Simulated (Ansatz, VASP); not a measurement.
## CsLiCr2Te2S3 in VASP and in Ansatz

Contents of INCAR:

```
  ALGO = Normal
  EDIFF = 1E-7
  ENCUT = 520
  GGA = PE
  ISIF = 2
  ISMEAR = -1
  ISPIN = 2
  KPAR = 4
  LASPH = T
  LCHARG = F
  LMAXMIX = 4
  LORBIT = 11
  LREAL = F
  LWAVE = F
  MAGMOM = 0 0 3 3 0 0 0 0 0
  NBANDS = 47
  NELM = 120
  PREC = Accurate
  SIGMA = 0.05
```

File KPOINTS:

```
k-points
0
Gamma
  5 5 4
```

File POSCAR:

```
CsLiCr2Te2S3
1.0
    6.1483709802     -0.0189849043      0.0058484779
   -2.3033742165      5.9707926680      0.0033520536
   -1.3937899361     -2.2084798936      7.6126849033
Cs Li Cr Te S
1 1 2 2 3
Direct
    0.0634800000      0.1017800000      0.9939400000
    0.5702600000      0.5814300000      0.5740300000
    0.0780100000      0.5013800000      0.5799000000
    0.4316200000      0.0297200000      0.5372200000
    0.5445800000      0.7673200000      0.2819800000
    0.0114300000      0.6593200000      0.2990200000
    0.7780000000      0.3713300000      0.7077300000
    0.3940200000      0.8250800000      0.7487500000
    0.1960500000      0.2300900000      0.4864600000
```

input.yaml

```yaml
crystal:
  lattice:
    - [6.1483709802, -0.0189849043, 0.0058484779]
    - [-2.3033742165, 5.970792668, 0.0033520536]
    - [-1.3937899361, -2.2084798936, 7.6126849033]
  atoms:
    - { symbol: Cs, position: [0.06348, 0.10178, 0.99394] }
    - { symbol: Li, position: [0.57026, 0.58143, 0.57403] }
    - { symbol: Cr, position: [0.07801, 0.50138, 0.5799], spin: 3.0 }
    - { symbol: Cr, position: [0.43162, 0.02972, 0.53722], spin: 3.0 }
    - { symbol: Te, position: [0.54458, 0.76732, 0.28198] }
    - { symbol: Te, position: [0.01143, 0.65932, 0.29902] }
    - { symbol: S, position: [0.778, 0.37133, 0.70773] }
    - { symbol: S, position: [0.39402, 0.82508, 0.74875] }
    - { symbol: S, position: [0.19605, 0.23009, 0.48646] }
hamiltonian:
  xc: pbe
  pseudopotentials: { kind: paw }
magnetization:
  spin_polarized: true
kpoints:
  mp_grid: { grid: [5, 5, 4] }
scf:
  occupations: { method: fermi_dirac, width: 0.05 }
output:
  forces: true
  stress: true
  eigenvalues: true
```

Change from the starting cell: volume scaled by 1.02.

Alike in both runs: task single point; functional PBE; k mesh 5 × 5 × 4; occupations fermi-dirac, width 0.05 eV; collinear spin, ferromagnetic start.

|  | VASP | Ansatz |
| --- | --- | --- |
| version | VASP 6.6.1 | Ansatz 0.2.0 |
| potentials or method | VASP PAW PBE potentials, release 64 (Cs_sv, Li_sv, Cr_pv, Te, S) | Ansatz PAW |
| plane-wave cutoff (eV) | 520 | 420 |
| valence electrons in the cell | 66 | 90 |

Ansatz gave:

```
gap on the k mesh at the Fermi level (eV)                     : none
rms of the force components (eV/Å)                            : 0.078
net moment per atom (μB)                                      : 0.60
size of the moment on the site where the two differ most (μB) : 2.25
```

What did VASP give for the same quantities?

gap on the k mesh at the Fermi level (eV): none; rms of the force components (eV/Å): 0.074; net moment per atom (μB): 0.61; size of the moment on the site where the two differ most (μB): 2.56.

Site moments also hang on the region over which each program counts them. Atom by atom the forces differ by 0.005 eV/Å (rms over components). A gap of «none» marks a metal or a gap that the smearing closes. With one functional, cell and mesh, what is left measures potentials, basis and numerics. The two sets of potentials don't hold the same shells in valence.

Caveats: only a ferromagnetic start was run, and an antiferromagnetic order may lie lower in energy. Spin-orbit coupling is left out, which matters for the levels of Cs, Te.
